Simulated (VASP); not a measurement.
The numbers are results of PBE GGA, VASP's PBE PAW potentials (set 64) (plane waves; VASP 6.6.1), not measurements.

A VASP calculation is set up with these files.

File POSCAR:
```
TaSi
1.0
  3.1508154893   0.0000000000   0.0000000000
  0.0000000000   3.1508154893   0.0000000000
  0.0000000000   0.0000000000   3.1508154893
Ta Si
1 1
Cartesian
  0.0000000000   0.0000000000   0.0000000000
  1.5754077447   1.5754077447   1.5754077447
```

KPOINTS:
```
Automatic mesh
0
Gamma
10 10 10
0 0 0
```

**INCAR**
```
# general
SYSTEM  = TaSi
PREC    = Accurate
ENCUT   = 400
LREAL   = .FALSE.   # projection in real space or not
LASPH   = .TRUE.   # aspherical one-centre terms

# electronic loop
EDIFF   = 1E-6
NELM    = 100
ALGO    = Normal   # blocked Davidson
LMAXMIX = 6

# smearing
ISMEAR  = 1
SIGMA   = 0.1   # width (eV)

# functional
GGA     = PE

# ions
IBRION  = 2
NSW     = 60
ISIF    = 3
EDIFFG  = -0.01   # ionic stop

# output
LWAVE   = .FALSE.
LCHARG  = .FALSE.
```

POTCAR, in this order: Ta_pv Si (PBE.64 set). Program: vasp_std.

Output

OSZICAR:
```
       N       E                     dE             d eps       ncg     rms          rms(c)
DAV:   1     0.600780778234E+02    0.60078E+02   -0.69007E+03  1232   0.102E+03
DAV:   2    -0.162308365105E+02   -0.76309E+02   -0.73882E+02  1384   0.256E+02
DAV:   3    -0.182175616176E+02   -0.19867E+01   -0.18283E+01  1616   0.362E+01
DAV:   4    -0.182560549844E+02   -0.38493E-01   -0.38391E-01  1447   0.415E+00
DAV:   5    -0.182567559485E+02   -0.70096E-03   -0.70065E-03  1556   0.500E-01    0.153E+01
DAV:   6    -0.174497625841E+02    0.80699E+00   -0.25983E+00  1427   0.132E+01    0.662E+00
DAV:   7    -0.174012645789E+02    0.48498E-01   -0.13681E-01  1480   0.332E+00    0.267E+00
DAV:   8    -0.173894777828E+02    0.11787E-01   -0.15684E-02  1382   0.933E-01    0.207E-01
DAV:   9    -0.173894368079E+02    0.40975E-04   -0.39624E-04  1552   0.176E-01    0.116E-01
DAV:  10    -0.173894485347E+02   -0.11727E-04   -0.69931E-05  1470   0.103E-01    0.938E-03
DAV:  11    -0.173894435456E+02    0.49891E-05   -0.35254E-06  1415   0.240E-02    0.878E-03
DAV:  12    -0.173894431471E+02    0.39853E-06   -0.14306E-07   775   0.488E-03
   1 F= -.17389443E+02 E0= -.17389001E+02  d E =-.173894E+02
       N       E                     dE             d eps       ncg     rms          rms(c)
DAV:   1    -0.173925277961E+02   -0.30843E-02   -0.10142E-01  1304   0.417E+00    0.494E-01
DAV:   2    -0.173897066532E+02    0.28211E-02   -0.63884E-03  1317   0.841E-01    0.161E-01
DAV:   3    -0.173893098817E+02    0.39677E-03   -0.71678E-04  1511   0.291E-01    0.449E-02
DAV:   4    -0.173892542447E+02    0.55637E-04   -0.14541E-04  1379   0.116E-01    0.215E-02
DAV:   5    -0.173892543633E+02   -0.11854E-06   -0.90828E-06  1584   0.307E-02
   2 F= -.17389254E+02 E0= -.17388762E+02  d E =0.188784E-03
       N       E                     dE             d eps       ncg     rms          rms(c)
DAV:   1    -0.173908009104E+02   -0.15467E-02   -0.38501E-02  1298   0.256E+00    0.305E-01
DAV:   2    -0.173897281146E+02    0.10728E-02   -0.24224E-03  1314   0.521E-01    0.998E-02
DAV:   3    -0.173895765059E+02    0.15161E-03   -0.26848E-04  1499   0.178E-01    0.281E-02
DAV:   4    -0.173895575401E+02    0.18966E-04   -0.56272E-05  1361   0.731E-02    0.136E-02
DAV:   5    -0.173895599856E+02   -0.24454E-05   -0.30267E-06  1366   0.182E-02    0.687E-03
DAV:   6    -0.173895606805E+02   -0.69493E-06   -0.43851E-07   649   0.518E-03
   3 F= -.17389561E+02 E0= -.17389099E+02  d E =-.117533E-03
```

OUTCAR:
```
------------------------ aborting loop because EDIFF is reached ----------------------------------------
  FORCE on cell =-STRESS in cart. coord.  units (eV):
  Direction    XX          YY          ZZ          XY          YZ          ZX
  --------------------------------------------------------------------------------------
  Total        0.0014154      0.0014154      0.0014154      0.0000000     -0.0000000      0.0000000
  in kB        0.0723124      0.0723124      0.0723124      0.0000000     -0.0000000      0.0000000
  external PRESSURE =       0.0723124 kB  Pullay stress =       0.0000000 kB
  volume of cell :       31.36
      direct lattice vectors                 reciprocal lattice vectors
     3.153515866 -0.000000000  0.000000000     0.317106380  0.000000000  0.000000000
    -0.000000000  3.153515866  0.000000000     0.000000000  0.317106380  0.000000000
    -0.000000000 -0.000000000  3.153515866    -0.000000000 -0.000000000  0.317106380
 POSITION                                       TOTAL-FORCE (eV/Angst)
 -----------------------------------------------------------------------------------
      0.00000      0.00000      0.00000         0.000000     -0.000000      0.000000
      1.57676      1.57676      1.57676        -0.000000      0.000000      0.000000
 -----------------------------------------------------------------------------------
    total drift:                                0.000000      0.000000      0.000000
  FREE ENERGIE OF THE ION-ELECTRON SYSTEM (eV)
  ---------------------------------------------------
  free  energy   TOTEN  =       -17.3895606805 eV

  energy  without entropy=      -17.3881769306  energy(sigma->0) =      -17.38909943

 reached required accuracy - stopping structural energy minimisation
```
(Selected blocks of OUTCAR.)

File CONTCAR:
```
TaSi
   1.00000000000000
     3.1535158657257494   -0.0000000000000000    0.0000000000000000
    -0.0000000000000000    3.1535158657257494    0.0000000000000000
    -0.0000000000000000   -0.0000000000000000    3.1535158657257494
  Ta              Si
     1     1
Direct
     0.0000000000000000    0.0000000000000000    0.0000000000000000
     0.5000000000000000    0.5000000000000000    0.5000000000000000
```

**OUTCAR**
```
 val. band max:        7.9748107244   @ k =   0.5000   0.4000   0.3000

 cond. band min:       8.0066802373   @ k =   0.5000   0.5000   0.3000


 Fermi energy:         7.9996650403

 k-point     1 :       0.0000    0.0000    0.0000
  band No.  band energies     occupation
      1     -26.0556      2.00000
      2     -26.0556      2.00000
      3     -26.0556      2.00000
      4      -3.8683      2.00000
      5       5.2578      2.00000
      6       5.2578      2.00000
      7      10.2770      0.00000
      8      10.2770      0.00000
      9      10.2770      0.00000
     10      10.8033      0.00000
     11      10.8033      0.00000

 k-point     2 :       0.1000    0.0000    0.0000
  band No.  band energies     occupation
      1     -26.0904      2.00000
      2     -26.0525      2.00000
      3     -26.0525      2.00000
      4      -3.6831      2.00000
      5       5.1505      2.00000
      6       5.3520      2.00000
      7       9.3615     -0.00000
      8       9.3615     -0.00000
      9       9.9045     -0.00000
     10      10.8536      0.00000
     11      11.7974      0.00000

 k-point     3 :       0.2000    0.0000    0.0000
  band No.  band energies     occupation
      1     -26.1804      2.00000
      2     -26.0444      2.00000
      3     -26.0444      2.00000
      4      -3.1445      2.00000
      5       4.5436      2.00000
      6       5.6176      2.00000
      7       8.3773     -0.00000
      8       8.3773     -0.00000
      9       9.7397     -0.00000
     10      10.9900      0.00000
     11      13.0453      0.00000

 k-point     4 :       0.3000    0.0000    0.0000
  band No.  band energies     occupation
      1     -26.2897      2.00000
      2     -26.0344      2.00000
      3     -26.0344      2.00000
      4      -2.2972      2.00000
      5       3.2963      2.00000
      6       5.9950      2.00000
      7       7.6098      2.00000
      8       7.6098      2.00000
      9      10.5502      0.00000
...
```

Unless said otherwise, spin-orbit coupling is left out, though it shifts the bands of the heavy elements here.

The structure was generated: TaSi was put into the CsCl type type (Pm-3m), which need not be its known phase. This run relaxes it. Symmetry was kept, so distortions that lower it aren't found. The start is the result of an earlier pass. The electron count is odd and the run is not spin-polarised, which forces a metal.
